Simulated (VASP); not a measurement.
Here is the system:

```
KMgF3
1.0
    4.04437     0.00000     0.00000
    0.00000     4.04437     0.00000
    0.00000     0.00000     4.04437
K Mg F
1 1 3
Direct
  0.00000   0.00000   0.00000
  0.50000   0.50000   0.50000
  0.50000   0.00000   0.50000
  0.00000   0.50000   0.50000
  0.50000   0.50000   0.00000
```

The numbers are results of PBE GGA, VASP's PBE PAW potentials (set 64) (plane waves; VASP), not measurements. Run with 620 eV cut-off, 6×6×6 Γ-centred mesh, Gaussian smearing of 0.050 eV, potentials K_sv Mg F.

What does the run give for the energy per atom (σ→0), band gap (on the k-mesh) with the smallest direct gap where there is one?

- band gap (on the k-mesh) = 6.98 eV
- smallest direct gap (on the k-mesh) = 7.30 eV
- energy per atom (σ→0) = -4.892 eV/atom

Total energies compare only between runs with the same potentials, cut-off and functional.

The compound is KMgF3 in the cubic perovskite structure. It was relaxed first.
